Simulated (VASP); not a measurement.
Level of theory: r2SCAN meta-GGA, VASP's PBE PAW potentials (set 64) (plane waves; VASP 6.6.1).

A VASP calculation is set up with these files.

File POSCAR:
```
C monolayer
1.0
  2.4573474498   0.0000000000   0.0000000000
 -1.2286737249   2.1281248258   0.0000000000
  0.0000000000   0.0000000000  16.5192374338
C
2
Cartesian
  0.0000000000   0.0000000000   8.2596187169
  1.2286749536   0.7093742326   8.2596187169
```

**INCAR**
```
ALGO  =  Normal
EDIFF  =  1E-5
EDIFFG  =  -0.03
ENCUT  =  500
IBRION  =  2
ISIF  =  4
ISMEAR  =  1
LASPH  =  T
LCHARG  =  F
LMIXTAU  =  T
LREAL  =  F
LWAVE  =  T
METAGGA  =  R2SCAN
NELM  =  100
NELMIN  =  4
NSW  =  50
PREC  =  Normal
SIGMA  =  0.1
SYSTEM  =  C monolayer
```

KPOINTS:
```
Automatic mesh
0
Gamma
24 24 1
0 0 0
```

POTCAR, in this order: C (PBE.64 set). Program: vasp_std.

What VASP printed:

File OSZICAR:
```
       N       E                     dE             d eps       ncg     rms          rms(c)
DAV:   1     0.532811089684E+02    0.53281E+02   -0.34777E+03   992   0.716E+02
DAV:   2    -0.184651061762E+02   -0.71746E+02   -0.60283E+02  1320   0.141E+02
DAV:   3    -0.227960232358E+02   -0.43309E+01   -0.41978E+01  1512   0.514E+01
DAV:   4    -0.228329672586E+02   -0.36944E-01   -0.36944E-01  1408   0.426E+00
DAV:   5    -0.228333541262E+02   -0.38687E-03   -0.38687E-03  1536   0.214E-01    0.586E+00
DAV:   6    -0.212802140960E+02    0.15531E+01   -0.10354E+00  1192   0.774E+00    0.432E+00
DAV:   7    -0.196234695675E+02    0.16567E+01   -0.27973E-01  1600   0.455E+00    0.109E+00
DAV:   8    -0.205736531433E+02   -0.95018E+00   -0.57155E-01  1208   0.584E+00    0.110E+00
DAV:   9    -0.203121984066E+02    0.26145E+00   -0.48045E-02  1368   0.219E+00    0.317E-01
DAV:  10    -0.199235281339E+02    0.38867E+00   -0.66869E-02  1320   0.274E+00    0.130E-01
DAV:  11    -0.200310107053E+02   -0.10748E+00   -0.21422E-02  1024   0.171E+00    0.745E-02
DAV:  12    -0.198374803354E+02    0.19353E+00   -0.29098E-02  1328   0.187E+00    0.809E-02
DAV:  13    -0.197986309905E+02    0.38849E-01   -0.21407E-02  1032   0.120E+00    0.150E-01
DAV:  14    -0.197993975336E+02   -0.76654E-03   -0.20466E-04  1512   0.143E-01    0.152E-01
DAV:  15    -0.197868529420E+02    0.12545E-01   -0.23074E-04  1192   0.168E-01    0.136E-01
DAV:  16    -0.198029038240E+02   -0.16051E-01   -0.74419E-03  1352   0.657E-01    0.211E-01
DAV:  17    -0.198315898477E+02   -0.28686E-01   -0.73417E-03  1296   0.821E-01    0.347E-01
DAV:  18    -0.198358656296E+02   -0.42758E-02   -0.43931E-04  1136   0.247E-01    0.269E-01
DAV:  19    -0.198373601579E+02   -0.14945E-02   -0.72783E-04  1400   0.253E-01    0.156E-01
DAV:  20    -0.198382741466E+02   -0.91399E-03   -0.23872E-03  1240   0.383E-01    0.837E-02
DAV:  21    -0.198422810625E+02   -0.40069E-02   -0.14606E-03  1096   0.457E-01    0.161E-01
DAV:  22    -0.198400180163E+02    0.22630E-02   -0.36380E-03  1008   0.636E-01    0.137E-01
DAV:  23    -0.198362923289E+02    0.37257E-02   -0.13339E-03  1056   0.603E-01    0.980E-02
DAV:  24    -0.198391328113E+02   -0.28405E-02   -0.12377E-04  1312   0.165E-01    0.965E-02
DAV:  25    -0.198358178298E+02    0.33150E-02   -0.43545E-04   992   0.363E-01    0.501E-02
DAV:  26    -0.198414743884E+02   -0.56566E-02   -0.87884E-04  1024   0.447E-01    0.387E-02
DAV:  27    -0.198413364666E+02    0.13792E-03   -0.13027E-05  1432   0.566E-02    0.374E-02
DAV:  28    -0.198412691958E+02    0.67271E-04   -0.33255E-06  1240   0.291E-02    0.382E-02
DAV:  29    -0.198404576237E+02    0.81157E-03   -0.88759E-04   976   0.499E-01    0.189E-02
DAV:  30    -0.198406894460E+02   -0.23182E-03   -0.85208E-06  1112   0.464E-02    0.201E-02
DAV:  31    -0.198411014288E+02   -0.41198E-03   -0.68383E-05   976   0.141E-01    0.184E-02
DAV:  32    -0.198419866183E+02   -0.88519E-03   -0.31978E-04   976   0.277E-01    0.432E-03
DAV:  33    -0.198428165095E+02   -0.82989E-03   -0.34058E-04   976   0.270E-01    0.364E-03
DAV:  34    -0.198429104144E+02   -0.93905E-04   -0.32880E-05  1056   0.965E-02    0.339E-03
DAV:  35    -0.198429231354E+02   -0.12721E-04   -0.40158E-06  1016   0.310E-02    0.328E-03
DAV:  36    -0.198430434970E+02   -0.12036E-03   -0.16564E-05   976   0.732E-02    0.229E-03
DAV:  37    -0.198430148884E+02    0.28609E-04   -0.58236E-05   984   0.115E-01    0.150E-03
DAV:  38    -0.198428123010E+02    0.20259E-03   -0.12108E-05   976   0.533E-02    0.189E-03
DAV:  39    -0.198428922829E+02   -0.79982E-04   -0.47350E-06  1008   0.344E-02    0.108E-03
DAV:  40    -0.198430213632E+02   -0.12908E-03   -0.11459E-05   976   0.511E-02    0.190E-03
DAV:  41    -0.198430004399E+02    0.20923E-04   -0.40007E-06   976   0.308E-02    0.239E-03
DAV:  42    -0.198430858284E+02   -0.85389E-04   -0.26146E-06  1040   0.249E-02    0.140E-03
DAV:  43    -0.198430716558E+02    0.14173E-04   -0.62356E-07   992   0.125E-02    0.939E-04
DAV:  44    -0.198430924725E+02   -0.20817E-04   -0.55476E-07  1000   0.117E-02    0.716E-04
DAV:  45    -0.198430511878E+02    0.41285E-04   -0.11816E-06   976   0.178E-02    0.289E-04
DAV:  46    -0.198430854979E+02   -0.34310E-04   -0.99702E-07   976   0.151E-02    0.239E-04
DAV:  47    -0.198430360192E+02    0.49479E-04   -0.10497E-06   976   0.148E-02    0.203E-04
DAV:  48    -0.198429881862E+02    0.47833E-04   -0.10777E-06   976   0.169E-02    0.298E-04
DAV:  49    -0.198429331462E+02    0.55040E-04   -0.93165E-07   976   0.155E-02    0.378E-04
DAV:  50    -0.198429143764E+02    0.18770E-04   -0.39746E-07   976   0.987E-03    0.431E-04
DAV:  51    -0.198429081267E+02    0.62496E-05   -0.13265E-07   976   0.609E-03
   1 F= -.19842908E+02 E0= -.19842843E+02  d E =-.198429E+02
```

**OUTCAR**
```
------------------------ aborting loop because EDIFF is reached ----------------------------------------
  FORCE on cell =-STRESS in cart. coord.  units (eV):
  Direction    XX          YY          ZZ          XY          YZ          ZX
  --------------------------------------------------------------------------------------
  Total        0.0410198      0.0410198     -0.0065151      0.0000000      0.0000000      0.0000000
  in kB        0.7607656      0.7607652     -0.1208317      0.0000000      0.0000000      0.0000000
  external PRESSURE =       0.4668997 kB  Pullay stress =       0.0000000 kB
  volume of cell :       86.39
      direct lattice vectors                 reciprocal lattice vectors
     2.457347450  0.000000000  0.000000000     0.406942860  0.234948624  0.000000000
    -1.228673725  2.128124826  0.000000000     0.000000000  0.469897248  0.000000000
     0.000000000  0.000000000 16.519237434     0.000000000  0.000000000  0.060535482
 POSITION                                       TOTAL-FORCE (eV/Angst)
 -----------------------------------------------------------------------------------
      0.00000      0.00000      8.25962         0.000000     -0.000000      0.000000
      1.22867      0.70937      8.25962        -0.000000      0.000000      0.000000
 -----------------------------------------------------------------------------------
    total drift:                               -0.000229      0.000132     -0.000000
  FREE ENERGIE OF THE ION-ELECTRON SYSTEM (eV)
  ---------------------------------------------------
  free  energy   TOTEN  =       -19.8429081267 eV

  energy  without entropy=      -19.8427122276  energy(sigma->0) =      -19.84284283

 reached required accuracy - stopping structural energy minimisation
```
(Selected blocks of OUTCAR.)

### OUTCAR
```
 val. band max:       -2.4421122186   @ k =   0.3333   0.3333   0.0000

 cond. band min:      -2.4420501278   @ k =   0.3333   0.3333   0.0000


 Fermi energy:        -2.4420811740

 k-point     1 :       0.0000    0.0000    0.0000
  band No.  band energies     occupation
      1     -23.2980      2.00000
      2     -10.5781      2.00000
      3      -5.6785      2.00000
      4      -5.6785      2.00000
      5       1.1890      0.00000
      6       2.0168      0.00000
      7       2.2175      0.00000
      8       3.8197      0.00000

 k-point     2 :       0.0417    0.0000    0.0000
  band No.  band energies     occupation
      1     -23.2544      2.00000
      2     -10.5259      2.00000
      3      -5.8618      2.00000
      4      -5.7744      2.00000
      5       1.2459      0.00000
      6       2.0740      0.00000
      7       2.2748      0.00000
      8       3.8765      0.00000

 k-point     3 :       0.0833    0.0000    0.0000
  band No.  band energies     occupation
      1     -23.1236      2.00000
      2     -10.3698      2.00000
      3      -6.3829      2.00000
      4      -6.0421      2.00000
      5       1.4165      0.00000
      6       2.2454      0.00000
      7       2.4470      0.00000
      8       4.0468      0.00000

 k-point     4 :       0.1250   -0.0000    0.0000
  band No.  band energies     occupation
      1     -22.9060      2.00000
      2     -10.1108      2.00000
      3      -7.1715      2.00000
      4      -6.4327      2.00000
      5       1.7010      0.00000
      6       2.5310      0.00000
      7       2.7338      0.00000
      8       4.3304      0.00000

 k-point     5 :       0.1667   -0.0000    0.0000
  band No.  band energies     occupation
      1     -22.6023      2.00000
      2      -9.7506      2.00000
      3      -8.1474      2.00000
      4      -6.8908      2.00000
      5       2.0993      0.00000
      6       2.9302      0.00000
      7       3.1355      0.00000
...
```

The cell is a sheet with vacuum, built from C (graphite).
